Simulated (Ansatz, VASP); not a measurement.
# Cross-check of FePt (Tetraferroplatinum) between VASP and Ansatz

One calculation is typed for both programs; each brings its own data sets and cutoff. How far apart do they land? The cell is taken from a series of VASP runs on this material, whose earlier steps may have relaxed, scaled or displaced it; both programs get it as it stands.

Program: Ansatz 0.2.0. Level of theory: plane waves, with VASP 6.6.1 beside it; single point at PBEsol. Results are calculated unless marked as measured.

### Step 1. Starting point

Symmetry: P4/mmm, No. 123, tetragonal system. The conventional cell has a = 2.675 Å, b = 2.675 Å, c = 3.737 Å, α = 90.00°, β = 90.00°, γ = 90.00°. Nearest to Fe lie 8 Pt at 2.66 Å and 4 Fe at 2.67 Å. Nearest to Pt lie 8 Fe at 2.66 Å and 4 Pt at 2.67 Å. Farther neighbours are not listed.

### Step 2. Ansatz: single point, PBEsol

Ansatz runs on its default PAW (the set named soft_2) files.

A single point gives forces, pressure and levels at one fixed geometry, so differences don't come from the geometry; what else differs is listed under the comparison.

File input.yaml:

```yaml
crystal:
  lattice:
    - [2.6747337513, 0.0, 0.0]
    - [0.0, 2.6747337513, 0.0]
    - [0.0, 0.0, 3.737327614]
  atoms:
    - { symbol: Fe, position: [0.0, 0.0, 0.0], spin: 2.94 }
    - { symbol: Pt, position: [0.5, 0.5, 0.5], spin: 0.36 }
hamiltonian:
  xc: pbesol
  pseudopotentials: { kind: paw }
magnetization:
  spin_polarized: true
kpoints:
  mp_grid: { grid: [7, 7, 5] }
scf:
  occupations: { method: methfessel_paxton, width: 0.2 }
  n_extra_bands: 7
output:
  forces: true
  stress: true
  eigenvalues: true
```

Launch:

```bash
$ ansatz run input.yaml --threads 2 --pin off --max-ram 4608MiB --backend cpu --events-out ev --progress --plain --runs-dir out
```

Numbers of over 12 decimals in the logs are rounded to 6 here.

What it wrote:

```text
scf.n_extra_bands = 7 over 17 filled bands (N_el = 34.0): the run solves 24 bands
Engine: ansatz 0.2.0, aarch64-unknown-linux-gnu
Pseudopotentials: kind: paw
Pseudopotential: Fe, paw, valence charge 16, recommended cutoff 420 eV (normal), Fe.paw.azcp
Pseudopotential: Pt, paw, valence charge 18, recommended cutoff 420 eV (normal), Pt.paw.azcp
Functional definition: PBEsol
  exchange = pbesol_x
  correlation = pbesol_c
Crystal: 2 atoms, lattice volume = 26.738 Å³
Basis set: ecut = 420 eV, 513 PW (Γ), exchange–correlation on 36×36×50 points (8 copies of the dense FFT grid, shifted against one another)
Bands: 24, of which v1, the nominal top of the filled ones, is band 17 counted from 1 (16 counted from 0)
Symmetry: 16 space group operations
Space group: P4/mmm (ITA 123), of the structure as read, at distance tolerance 3.0e-5 Å
Magnetic group: BNS 123.339 (UNI 999), of the structure as read, at distance tolerance 3.0e-5 Å
k-points: 30 of 245
Non-local potential: Fe, projectors of the file, l = 0: 3, l = 1: 2, l = 2: 3, l = 3: 1
Non-local potential: Pt, projectors of the file, l = 0: 3, l = 1: 2, l = 2: 2, l = 3: 1
PAW form: soft (Blöchl's): semilocal exchange-correlation on the pseudo side does not see the compensation charge
PAW frozen core: Fe, regenerated for the run's functional, and the local potential with it (the file was generated under x = pbe(κ = 0.804, μ = 0.219515), c = pbe(β = 0.066725))
PAW frozen core: Pt, regenerated for the run's functional, and the local potential with it (the file was generated under x = pbe(κ = 0.804, μ = 0.219515), c = pbe(β = 0.066725))
PAW one-centre angular grid: Fe, 590 points (default); XC on 64 Gauss nodes
PAW one-centre angular grid: Pt, 590 points (default); XC on 64 Gauss nodes
Initial density: superposition of atomic densities (chi_scale 0.1, normalization cell)
Starting moments: Σ|m| = 3.3 μB on 2 of 2 sites
Initial wavefunctions: pseudopotential atomic-orbital guess
Functional: x = pbesol(κ = 0.804, μ = 0.123457), c = pbesol(β = 0.046)
SCF iter   1: F=—  HF=-16833.092513 eV  |F-HF|=—  |Δ(HF+E_count)|=         —  Δρ=6.10e-2 (↑4.07e-2 ↓6.10e-2)  dr2=2.64e0  dr2_m=8.88e-2  M=3.089 μB ∫|m|=3.148 μB  β_m=0.30  ethr=3.10e-3  ⟨swp⟩=4.5  Hψ=5297  notcnv=0
Mixer restart at iter 1: flushing history
preconditioner: auto → none  [metal: Δε(μ)=0.012 eV  Ē_g=10.967 eV  σ=0.200 eV  W_gap=0.03  n_scr=6 (ndim 8)  ℏωp=30.5 eV  f_vac=0.000  D(μ)=1.66/eV (n_scr^D=18)  sad-step TF]
SCF iter   2: F=—  HF=-16832.899781 eV  |F-HF|=—  |Δ(HF+E_count)|=   1.93e-1  Δρ=4.17e-2 (↑3.10e-2 ↓4.17e-2)  dr2=1.47e0  dr2_m=7.42e-2  M=3.116 μB ∫|m|=3.197 μB  β_m=0.60  ethr=3.10e-3  ⟨swp⟩=2.0  Hψ=2219  notcnv=0  defer=86
SCF iter   3: F=—  HF=-16833.487429 eV  |F-HF|=—  |Δ(HF+E_count)|=   5.88e-1  Δρ=5.43e-2 (↑5.09e-2 ↓5.43e-2)  dr2=3.03e0  dr2_m=9.49e-3  M=3.268 μB ∫|m|=3.383 μB  β_m=0.42  ethr=3.10e-3  ⟨swp⟩=3.1  Hψ=2973  notcnv=0  defer=90
SCF iter   4: F=—  HF=-16833.037810 eV  |F-HF|=—  |Δ(HF+E_count)|=   4.50e-1  Δρ=7.13e-3 (↑7.13e-3 ↓5.35e-3)  dr2=1.26e-2  dr2_m=4.64e-3  M=3.140 μB ∫|m|=3.277 μB  β_m=0.56  ethr=3.10e-3  ⟨swp⟩=2.5  Hψ=2719  notcnv=0  defer=93
SCF iter   5: F=—  HF=-16833.058291 eV  |F-HF|=—  |Δ(HF+E_count)|=   2.05e-2  Δρ=3.67e-3 (↑3.67e-3 ↓9.61e-4)  dr2=2.46e-3  dr2_m=9.33e-4  M=3.136 μB ∫|m|=3.287 μB  β_m=0.57  ethr=3.72e-5  ⟨swp⟩=2.6  Hψ=2913  notcnv=0  defer=90
SCF iter   6: F=—  HF=-16833.060998 eV  |F-HF|=—  |Δ(HF+E_count)|=   2.71e-3  Δρ=1.43e-3 (↑1.43e-3 ↓5.77e-4)  dr2=5.39e-4  dr2_m=1.41e-4  M=3.131 μB ∫|m|=3.286 μB  β_m=0.78  ethr=7.23e-6  ⟨swp⟩=2.5  Hψ=2143  notcnv=0  defer=90
SCF iter   7: F=—  HF=-16833.061636 eV  |F-HF|=—  |Δ(HF+E_count)|=   6.38e-4  Δρ=3.99e-4 (↑3.27e-4 ↓3.99e-4)  dr2=1.11e-4  dr2_m=3.51e-6  M=3.128 μB ∫|m|=3.286 μB  β_m=0.78  ethr=1.59e-6  ⟨swp⟩=2.2  Hψ=1816  notcnv=0  defer=90
SCF iter   8: F=—  HF=-16833.048240 eV  |F-HF|=—  |Δ(HF+E_count)|=         —  Δρ=2.05e-3 (↑1.38e-3 ↓2.05e-3)  dr2=1.68e-3  dr2_m=4.55e-4  M=3.100 μB ∫|m|=3.266 μB  β_m=0.78  ethr=3.26e-7  ⟨swp⟩=2.0  Hψ=1714  notcnv=0  defer=90
Mixer restart at iter 8: flushing history
iteration 8: the input's own smearing fills from here on; a Gaussian of 0.2 eV has filled iterations ahead of it
SCF iter   9: F=—  HF=-16833.054625 eV  |F-HF|=—  |Δ(HF+E_count)|=   6.39e-3  S|Δr|=    0.00e0  Δρ=8.47e-3 (↑5.56e-3 ↓8.47e-3)  dr2=6.52e-2  dr2_m=8.34e-4  M=3.135 μB ∫|m|=3.296 μB  β_m=0.24  ethr=3.26e-7  ⟨swp⟩=3.0  Hψ=2774  notcnv=0  defer=90  recentre
SCF iter  10: F=—  HF=-16833.048259 eV  |F-HF|=—  |Δ(HF+E_count)|=   6.37e-3  S|Δr|=    0.00e0  Δρ=1.70e-3 (↑1.07e-3 ↓1.70e-3)  dr2=1.15e-3  dr2_m=2.83e-4  M=3.099 μB ∫|m|=3.266 μB  β_m=0.17  ethr=3.26e-7  ⟨swp⟩=2.6  Hψ=2856  notcnv=0  defer=90
SCF iter  11: F=—  HF=-16833.048205 eV  |F-HF|=—  |Δ(HF+E_count)|=   5.41e-5  S|Δr|=    0.00e0  Δρ=7.40e-4 (↑7.40e-4 ↓6.63e-4)  dr2=2.04e-5  dr2_m=1.07e-4  M=3.101 μB ∫|m|=3.267 μB  β_m=0.20  ethr=3.26e-7  ⟨swp⟩=2.2  Hψ=2119  notcnv=0  defer=90
SCF iter  12: F=—  HF=-16833.048257 eV  |F-HF|=—  |Δ(HF+E_count)|=   5.19e-5  S|Δr|=    0.00e0  Δρ=2.34e-4 (↑2.05e-4 ↓2.34e-4)  dr2=3.29e-6  dr2_m=1.13e-5  M=3.099 μB ∫|m|=3.265 μB  β_m=0.34  ethr=5.99e-8  ⟨swp⟩=2.0  Hψ=2178  notcnv=0  defer=90
SCF iter  13: F=—  HF=-16833.048256 eV  |F-HF|=—  |Δ(HF+E_count)|=   4.90e-7  S|Δr|=    0.00e0  Δρ=9.37e-5 (↑9.37e-5 ↓6.36e-5)  dr2=2.98e-6  dr2_m=5.75e-7  M=3.097 μB ∫|m|=3.264 μB  β_m=0.62  ethr=9.67e-9  ⟨swp⟩=2.1  Hψ=2249  notcnv=0  defer=90
SCF iter  14: F=—  HF=-16833.048256 eV  |F-HF|=—  |Δ(HF+E_count)|=   5.83e-8  S|Δr|=    0.00e0  Δρ=5.77e-5 (↑1.28e-5 ↓5.77e-5)  dr2=7.82e-7  dr2_m=2.57e-7  M=3.097 μB ∫|m|=3.264 μB  β_m=0.74  ethr=8.77e-9  ⟨swp⟩=1.8  Hψ=1754  notcnv=0  defer=90
SCF iter  15: F=—  HF=-16833.048256 eV  |F-HF|=—  |Δ(HF+E_count)|=   4.29e-9  S|Δr|=    0.00e0  Δρ=2.24e-5 (↑1.11e-5 ↓2.24e-5)  dr2=2.37e-7  dr2_m=3.49e-8  M=3.097 μB ∫|m|=3.264 μB  β_m=0.68  ethr=2.30e-9  ⟨swp⟩=1.8  Hψ=1633  notcnv=0  defer=90
SCF iter  16: F=-16833.048256 eV  HF=-16833.048256 eV  |F-HF|=1.64e-8  |Δ(HF+E_count)|=   2.80e-8  S|Δr|=    0.00e0  Δρ=6.06e-6 (↑3.49e-6 ↓6.06e-6)  dr2=1.80e-8  dr2_m=2.87e-9  M=3.097 μB ∫|m|=3.264 μB  ethr=2.94e-10  ⟨swp⟩=7.7  Hψ=4903  notcnv=0
SCF 1 converged in 16 iterations: F = -16833.048256 eV  dr2 = 1.80e-8
  greatest PAW one-centre occupation: 1.003 electrons in one spin orbital (limit 2), on the Fe atom at site 0 (counted from 0), in its partial waves of l = 1
this state was not tested for a lower state beside it, because cold or Methfessel-Paxton smearing, or corrected tetrahedra, fill the levels in a way that the test cannot read (fill_not_monotonic; see scf.lower_state_search)
SCF converged after 16 iterations
Magnetization: 3.0971 μB (18.5485 up, 15.4515 down)
Absolute magnetization: 3.2645 μB (∫|ρ↑−ρ↓|, with the PAW one-centre terms)
Spin contamination: 0.0950 ħ² per cell (⟨S²⟩ above its minimum at these occupations)
Per-site moments (μB) at R_I (Å): [(2.837983, 1.096739), (0.320139, 1.096739)]
Free energy (F): -16833.048256 eV
Harris-Foulkes:  -16833.048256 eV  (|F-HF|=1.64e-8)
Internal energy: -16833.051274 eV  (E = F + TS)
E sigma→0 (E₀):  -16833.049010 eV
Entropy (-TS):   0.003018 eV (1.509 meV/atom)
Fermi energy:    21.196640 eV
--- Per-component energies (eV) ---
  E_band       = -346.431051
  E_kinetic    = 986.609959
  E_local      = -3570.961803  (includes V_loc(G=0)·N_el)
  E_nonlocal   = 425.707259
  E_hartree    = 1428.485781
  E_xc         = -377.439485
  E_vxc        = -453.797942  (∫ρ·V_xc dr)
  E_paw        = -10652.860989  (= ΣΔE_a)
  E_vpaw       = -590.958992  (= ΣTr[D̂ρ^β])
  E_aug_tail   = 0.001012  (compensation charges beyond the density's cutoff)
  E_ewald      = -5073.059190
  E_core_change = 0.466183  (= ΣΔE_core)
  E_smearing   = 0.003018  (= −TS)
  E_closure    = -0.000000  (closes the sum)
  Σ components = -16833.048256   (vs F -16833.048256, Δ=0.00e0)
--- Forces (eV/Å), atoms counted from 1 ---
  atom   1  Fe    -0.00000000     0.00000000     0.00000000
  atom   2  Pt     0.00000000    -0.00000000    -0.00000000
  max |Σ_I F_I| component: 1.25e-28 eV/Å
--- Stress (GPa, compression-positive) ---
        0.344813      -0.000000      -0.000000
       -0.000000       0.344813      -0.000000
       -0.000000      -0.000000       0.554787
  P = ⅓ Tr σ = 0.4148 GPa (4.148 kbar)
--- Band table (eV; the first three rows and the last of 60) ---
  k-point 0 ↑: bands = [... 13 lower, 18.2501, 19.2818, 19.3351, 20.7826, 20.9420, 20.9420, 23.0887, 30.8897, ... 3 higher]
  k-point 1 ↑: bands = [... 13 lower, 18.0498, 19.0897, 19.3654, 20.4898, 20.4898, 20.6834, 21.1890, 33.3047, ... 3 higher]
  k-point 2 ↑: bands = [... 13 lower, 18.5934, 18.5934, 18.8085, 19.5228, 19.5228, 19.5358, 20.4880, 36.3967, ... 3 higher]
  k-point 29 ↓: bands = [... 13 lower, 19.7062, 20.3873, 21.9779, 22.0285, 22.9460, 26.5123, 28.5895, 28.7111, ... 3 higher]
```

Elapsed: 3 s, on 2 threads of Arm Neoverse V1, shared host; peak memory 0.32 GiB.

Reading the cycles: dr2 is the Hartree energy of the density residual (eV), the measure of convergence; HF is the Harris–Foulkes estimate of the energy, which meets the free energy F at convergence.

The run ends at a pressure of 0.41 GPa.

### Step 3. VASP: single point, PBEsol

The same cell, functional, mesh and smearing now go to VASP, with its own data sets and cutoff.

Lines of VASP's logs that name or quote its potential files are left out, and so is its time.

File INCAR:

```
SYSTEM = FePt
PREC = Accurate
ENCUT = 400
EDIFF = 1E-06
NELM = 100
ISMEAR = 1
SIGMA = 0.2
LREAL = .FALSE.
ALGO = Normal
GGA = PS
NBANDS = 18
ISPIN = 2
MAGMOM = 2.94 0.36
LASPH = .TRUE.
LMAXMIX = 4
LORBIT = 11
LWAVE = .FALSE.
LCHARG = .TRUE.
ISIF = 2
LELF = .TRUE.
LVHAR = .TRUE.
```

File POSCAR:

```
FePt
1.0
    2.6747337513      0.0000000000      0.0000000000
    0.0000000000      2.6747337513      0.0000000000
    0.0000000000      0.0000000000      3.7373276140
Fe Pt
1 1
Direct
    0.0000000000      0.0000000000      0.0000000000
    0.5000000000      0.5000000000      0.5000000000
```

File KPOINTS:

```
Automatic mesh
0
Gamma
7 7 5
0 0 0
```

Potentials, in the order of the species: Fe and Pt (PBE family, release 64).

Launch:

```bash
$ mpirun -np 4 vasp_std
```

What it wrote:

```text
[banner, memory and clock lines left out]
running    4 mpi-ranks, on    1 nodes
 distrk:  each k-point on    4 cores,    1 groups
 distr:  one band on    1 cores,    4 groups

 POSCAR found type information on POSCAR FePt
 POSCAR found :  2 types and       2 ions
|                                                                             |
|               ----> ADVICE to this user running VASP <----                  |
|                                                                             |
|     You enforced a specific xc type in the INCAR file but a different       |
|     [... a line on the potential file left out ...]
|     I HOPE YOU KNOW WHAT YOU ARE DOING!                                     |
|                                                                             |

 LDA part: xc-table for (Slater+PW92), standard interpolation
|                                                                             |
|           W    W    AA    RRRRR   N    N  II  N    N   GGGG   !!!           |
|           W    W   A  A   R    R  NN   N  II  NN   N  G    G  !!!           |
|           W    W  A    A  R    R  N N  N  II  N N  N  G       !!!           |
|           W WW W  AAAAAA  RRRRR   N  N N  II  N  N N  G  GGG   !            |
|           WW  WW  A    A  R   R   N   NN  II  N   NN  G    G                |
|           W    W  A    A  R    R  N    N  II  N    N   GGGG   !!!           |
|                                                                             |
|     The number of bands has been changed from the values supplied in        |
|     The orbitals not found in the WAVECAR file will be initialized with     |
|     random numbers, which is usually adequate. For correlated               |
|     calculations, however, you should redo the groundstate calculation.     |
|     I found NBANDS = 18. Now, NBANDS = 20.                                  |
|                                                                             |

 POSCAR, INCAR and KPOINTS ok, starting setup
 FFT: planning ... GRIDC
 FFT: planning ... GRID_SOFT
 FFT: planning ... GRID
 WAVECAR not read
 entering main loop
       N       E                     dE             d eps       ncg     rms          rms(c)
DAV:   1     0.730007399146E+02    0.73001E+02   -0.72038E+03  2656   0.818E+02
DAV:   2    -0.152411635786E+02   -0.88242E+02   -0.78396E+02  2492   0.189E+02
DAV:   3    -0.178929085151E+02   -0.26517E+01   -0.26042E+01  2780   0.386E+01
DAV:   4    -0.179237814022E+02   -0.30873E-01   -0.30854E-01  2720   0.353E+00
DAV:   5    -0.179245815678E+02   -0.80017E-03   -0.80014E-03  2920   0.640E-01    0.182E+01
DAV:   6    -0.191641624955E+02   -0.12396E+01   -0.10380E+01  2704   0.633E+01    0.239E+01
DAV:   7    -0.164278202033E+02    0.27363E+01   -0.85910E+00  3116   0.629E+01    0.902E+00
DAV:   8    -0.163304078723E+02    0.97412E-01   -0.40643E-01  3092   0.785E+00    0.437E+00
DAV:   9    -0.162814835736E+02    0.48924E-01   -0.10351E-01  3320   0.541E+00    0.176E+00
DAV:  10    -0.162726532643E+02    0.88303E-02   -0.16726E-02  3656   0.200E+00    0.788E-01
DAV:  11    -0.162717840821E+02    0.86918E-03   -0.17361E-03  3400   0.503E-01    0.316E-01
DAV:  12    -0.162717477921E+02    0.36290E-04   -0.45416E-04  2916   0.267E-01    0.749E-02
DAV:  13    -0.162717640652E+02   -0.16273E-04   -0.33371E-05  3224   0.653E-02    0.310E-02
DAV:  14    -0.162717590978E+02    0.49674E-05   -0.46554E-06  2864   0.328E-02    0.116E-02
DAV:  15    -0.162717587397E+02    0.35807E-06   -0.99810E-07  1452   0.186E-02
   1 F= -.16271759E+02 E0= -.16272822E+02  d E =0.319045E-02  mag=     3.0944
```

Parts of OUTCAR (step 3):

```text
ion  position               nearest neighbor table
   1  0.000  0.000  0.000-   2 2.66   2 2.66   2 2.66   2 2.66   2 2.66   2 2.66   2 2.66   2 2.66

  LATTYP: Found a simple tetragonal cell.
 ALAT       =     2.6747337513
 C/A-ratio  =     1.3972708918

 Subroutine GETGRP returns: Found 16 space group operations
 (whereof 16 operations were pure point group operations)

The static configuration has the point symmetry D_4h.

 Found     30 irreducible k-points:

   k-points           NKPTS =     30   k-points in BZ     NKDIM =     30   number of bands    NBANDS=     20

   dimension x,y,z NGX =    18 NGY =   18 NGZ =   24
   dimension x,y,z NGXF=    36 NGYF=   36 NGZF=   48

   ENCUT  =  400.0 eV  29.40 Ry    5.42 a.u.   4.36  4.36  6.09*2*pi/ulx,y,z

   NELECT =      18.0000    total number of electrons

 k-points in reciprocal lattice and weights: Automatic mesh
   0.00000000  0.00000000  0.00000000       0.004
   0.14285714  0.00000000  0.00000000       0.016
   0.28571429  0.00000000  0.00000000       0.016
   0.42857143  0.00000000  0.00000000       0.016
   0.14285714  0.14285714  0.00000000       0.016
   0.28571429  0.14285714  0.00000000       0.033
   0.42857143  0.14285714  0.00000000       0.033
   0.28571429  0.28571429  0.00000000       0.016
   0.42857143  0.28571429  0.00000000       0.033
[...]
0.42857143  0.28571429  0.40000000       0.065
   0.42857143  0.42857143  0.40000000       0.033

 average (electrostatic) potential at core
       1 -40.2817       2 -65.1048

 E-fermi :   8.9631

 spin component 1
 k-point     1 :       0.0000    0.0000    0.0000
  band No.  band energies     occupation
    ...
      7       7.0465      1.00000
      8       7.0972      1.00000
      9       8.5519      1.00664
     10       8.7007      1.03442
     11       8.7007      1.03442
     12      10.8955     -0.00000
     13      18.6887      0.00000
     14      21.0989      0.00000
     15      21.0989      0.00000
     16      26.1875      0.00000
    ...

 k-point     2 :       0.1429    0.0000    0.0000
  band No.  band energies     occupation
    ...
      7       6.9049      1.00000
      8       7.1272      1.00000
      9       7.3499      1.00000
     10       8.0776      1.00000
     11       8.5586      1.00743
     12      12.7851     -0.00000
     13      17.9896      0.00000
     14      19.2380      0.00000
     15      22.0957      0.00000
     16      26.6394      0.00000
    ...

 k-point     3 :       0.2857    0.0000    0.0000
  band No.  band energies     occupation
    ...
      7       6.1454      1.00000
      8       6.5805      1.00000
      9       7.1876      1.00000
     10       7.6386      1.00000
     11       8.1522      1.00000
     12      14.6433      0.00000
     13      15.7304      0.00000
     14      18.8420      0.00000
     15      24.2806      0.00000
     16      24.5656      0.00000
    ...

 k-point     4 :       0.4286    0.0000    0.0000
  band No.  band energies     occupation
    ...
      7       6.2638      1.00000
      8       6.6501      1.00000
      9       6.7609      1.00000
     10       7.5654      1.00000
     11       8.9536      0.53992
     12      11.8623     -0.00000
     13      18.7291      0.00000
     14      19.1849      0.00000
     15      22.0059      0.00000
     16      23.2442      0.00000
    ...

 k-point     5 :       0.1429    0.1429    0.0000
  band No.  band energies     occupation
    ...
      7       6.5666      1.00000
      8       6.5936      1.00000
      9       7.2442      1.00000
     10       7.6505      1.00000
     11       8.6573      1.02634
     12      13.9222      0.00000
     13      18.1411      0.00000
     14      19.1389      0.00000
     15      20.1149      0.00000
     16      27.2241      0.00000
    ...

 k-point     6 :       0.2857    0.1429    0.0000
  band No.  band energies     occupation
    ...
      7       6.5417      1.00000
      8       6.8171      1.00000
      9       7.0024      1.00000
     10       7.6369      1.00000
     11       8.4280      1.00051
     12      15.2412      0.00000
     13      16.3890      0.00000
     14      18.7379      0.00000
     15      21.3481      0.00000
     16      25.6589      0.00000
    ...

  Total       -0.0126598     -0.0126598      0.0097452      0.0000000      0.0000000      0.0000000
  in kB       -0.7586043     -0.7586043      0.5839522      0.0000000      0.0000000      0.0000000
  external PRESSURE =      -0.3110854 kB  Pullay stress =       0.0000000 kB

  energy-cutoff  :      400.00
  volume of cell :       26.74
      direct lattice vectors                 reciprocal lattice vectors
     2.674733751  0.000000000  0.000000000     0.373868988  0.000000000  0.000000000
     0.000000000  2.674733751  0.000000000     0.000000000  0.373868988  0.000000000
     0.000000000  0.000000000  3.737327614     0.000000000  0.000000000  0.267570870

 POSITION                                       TOTAL-FORCE (eV/Angst)
 -----------------------------------------------------------------------------------
      0.00000      0.00000      0.00000         0.000000      0.000000      0.000000
      1.33737      1.33737      1.86866         0.000000      0.000000      0.000000
 -----------------------------------------------------------------------------------
    total drift:                                0.000000     -0.000000     -0.000000

  FREE ENERGIE OF THE ION-ELECTRON SYSTEM (eV)
  ---------------------------------------------------
  free  energy   TOTEN  =       -16.2717587397 eV

  energy  without entropy=      -16.2749491895  energy(sigma->0) =      -16.27282222

 total charge
# of ion       s       p       d       tot
------------------------------------------
    1        0.421   0.477   6.161   7.059
    2        0.726   0.707   8.063   9.495
--------------------------------------------------
tot          1.147   1.183  14.224  16.554

 magnetization (x)
# of ion       s       p       d       tot
------------------------------------------
    1        0.001  -0.009   2.815   2.807
    2       -0.026  -0.074   0.357   0.257
--------------------------------------------------
tot         -0.025  -0.083   3.172   3.064

[... 6 further parts left out ...]
```

With spin, VASP writes an ELF for each channel.

[end of part 1 of 2]

[Lines on the potential files, build, host, timing and source positions are cut from VASP's logs without a mark.]

[Logs are printed without paths, hosts, clocks, repeated set-up lines and the standing remarks that a program may print on its own settings, such as how far it seeks lower states.]

[Hosts, paths, dates, database ids (printed as entryN), source tags and the programs' standing remarks are cut or masked in the printed files.]
